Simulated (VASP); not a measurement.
Level of theory: LDA (Ceperley-Alder, Perdew-Zunger), VASP's LDA PAW potentials (set 64) (plane waves; VASP 6.6.1).

VASP input:

### POSCAR
```
CaC2
3.8762460
  1.0000000000   0.0000000000   0.0000000000
  0.4771732754   0.9130865275   0.0000000000
  0.1062337117   0.2597729865   1.8626095970
Ca C
2 4
Direct
  0.2255500000   0.9806000000   0.7524700000
  0.7744500000   0.0194000000   0.2475300000
  0.1314500000   0.4005100000   0.0601600000
  0.8685500000   0.5994900000   0.9398400000
  0.4481600000   0.6344100000   0.4339600000
  0.5518400000   0.3655900000   0.5660400000
```

KPOINTS:
```
Automatic mesh
0
Gamma
7 6 3
0 0 0
```

### INCAR
```
! general
SYSTEM = CaC2
PREC   = Accurate
ENCUT  = 400
LREAL  = F
LASPH  = T

! electronic loop
EDIFF  = 1E-6
NELM   = 100
ALGO   = Normal

! smearing
ISMEAR = 0
SIGMA  = 0.01

! ions
ISIF   = 2

! output
LWAVE  = F
LCHARG = F
```

POTCAR, in this order: Ca_sv C (LDA.64 set). Program: vasp_std.

What VASP printed:

**OSZICAR**
```
       N       E                     dE             d eps       ncg     rms          rms(c)
DAV:   1     0.256363470507E+03    0.25636E+03   -0.15797E+04  2832   0.127E+03
DAV:   2    -0.275213873875E+02   -0.28388E+03   -0.27804E+03  3438   0.368E+02
DAV:   3    -0.488763664490E+02   -0.21355E+02   -0.21153E+02  4578   0.904E+01
DAV:   4    -0.497896109087E+02   -0.91324E+00   -0.91225E+00  4310   0.173E+01
DAV:   5    -0.498233292703E+02   -0.33718E-01   -0.33717E-01  4028   0.231E+00    0.128E+01
DAV:   6    -0.446691335081E+02    0.51542E+01   -0.14380E+01  3404   0.173E+01    0.615E+00
DAV:   7    -0.442910340338E+02    0.37810E+00   -0.34881E+00  4056   0.844E+00    0.249E+00
DAV:   8    -0.442826715961E+02    0.83624E-02   -0.68123E-01  3332   0.444E+00    0.769E-01
DAV:   9    -0.442610627675E+02    0.21609E-01   -0.12715E-01  3668   0.175E+00    0.178E-01
DAV:  10    -0.442621441860E+02   -0.10814E-02   -0.10551E-02  5004   0.502E-01    0.101E-01
DAV:  11    -0.442622581167E+02   -0.11393E-03   -0.95426E-04  3784   0.144E-01    0.618E-02
DAV:  12    -0.442621836402E+02    0.74476E-04   -0.38904E-04  3446   0.129E-01    0.134E-02
DAV:  13    -0.442621835748E+02    0.65383E-07   -0.26102E-05  4836   0.330E-02    0.310E-03
DAV:  14    -0.442621835421E+02    0.32760E-07   -0.11271E-06  2604   0.829E-03
   1 F= -.44262184E+02 E0= -.44262184E+02  d E =-.190592E-31
```

File OUTCAR:
```
------------------------ aborting loop because EDIFF is reached ----------------------------------------
  FORCE on cell =-STRESS in cart. coord.  units (eV):
  Direction    XX          YY          ZZ          XY          YZ          ZX
  --------------------------------------------------------------------------------------
  Total       -3.7181748     -3.7017715     -3.7396779      0.1931018      0.3304255     -0.2533029
  in kB      -60.1412737    -59.8759506    -60.4890859      3.1234105      5.3446150     -4.0971598
  external PRESSURE =     -60.1687701 kB  Pullay stress =       0.0000000 kB
  volume of cell :       99.05
      direct lattice vectors                 reciprocal lattice vectors
     3.876246000  0.000000000  0.000000000     0.257981563 -0.134819542  0.004088960
     1.849641000  3.539348000  0.000000000     0.000000000  0.282537914 -0.039404778
     0.411788000  1.006944000  7.219933000     0.000000000  0.000000000  0.138505440
 POSITION                                       TOTAL-FORCE (eV/Angst)
 -----------------------------------------------------------------------------------
      2.99790      4.22838      5.43278         0.069434     -0.026086     -0.001417
      3.13977      0.31791      1.78715        -0.069434      0.026086      0.001417
      1.27511      1.47812      0.43435        -0.188241      0.120964     -0.134453
      4.86257      3.06817      6.78558         0.188241     -0.120964      0.134453
      3.08931      2.68237      3.13316        -0.007198     -0.164976      0.182483
      3.04837      1.86392      4.08677         0.007198      0.164976     -0.182483
 -----------------------------------------------------------------------------------
    total drift:                               -0.000000      0.000000     -0.000000
  FREE ENERGIE OF THE ION-ELECTRON SYSTEM (eV)
  ---------------------------------------------------
  free  energy   TOTEN  =       -44.2621835421 eV

  energy  without entropy=      -44.2621835421  energy(sigma->0) =      -44.26218354
```
(Selected blocks of OUTCAR.)

**OUTCAR**
```
 val. band max:        0.6310576285   @ k =  -0.1429   0.1667   0.3333

 cond. band min:       3.0327185582   @ k =  -0.4286   0.5000   0.3333


 Fermi energy:         0.7108806131

 k-point     1 :       0.0000    0.0000    0.0000
  band No.  band energies     occupation
      1     -37.4618      2.00000
      2     -37.4550      2.00000
      3     -18.9077      2.00000
      4     -18.7773      2.00000
      5     -18.7590      2.00000
      6     -18.7514      2.00000
      7     -18.6767      2.00000
      8     -18.6641      2.00000
      9     -11.5157      2.00000
     10     -11.1317      2.00000
     11      -3.4941      2.00000
     12      -1.5455      2.00000
     13      -1.3689      2.00000
     14      -0.8321      2.00000
     15      -0.3819      2.00000
     16       0.1274      2.00000
     17       0.2886      2.00000
     18       0.4365      2.00000
     19       3.2811      0.00000
     20       4.4993      0.00000
     21       5.2674      0.00000
     22       5.3848      0.00000

 k-point     2 :       0.1429    0.0000   -0.0000
  band No.  band energies     occupation
      1     -37.4596      2.00000
      2     -37.4534      2.00000
      3     -18.8969      2.00000
      4     -18.7809      2.00000
      5     -18.7635      2.00000
      6     -18.7565      2.00000
      7     -18.7004      2.00000
      8     -18.6897      2.00000
      9     -11.4518      2.00000
     10     -11.1228      2.00000
     11      -3.3146      2.00000
     12      -2.0707      2.00000
     13      -1.0685      2.00000
     14      -0.9625      2.00000
     15      -0.5417      2.00000
     16       0.0015      2.00000
     17       0.1544      2.00000
     18       0.4759      2.00000
     19       3.5407      0.00000
     20       4.7538      0.00000
     21       5.3126      0.00000
     22       5.4572      0.00000

 k-point     3 :       0.2857    0.0000   -0.0000
  band No.  band energies     occupation
      1     -37.4547      2.00000
...
```

At this cut-off the stress carries a Pulay error, which pulls relaxed volumes low.

The structure comes from a computed database's CaC2 entry; how it stands against other phases isn't given here. The cell was not relaxed at this level.
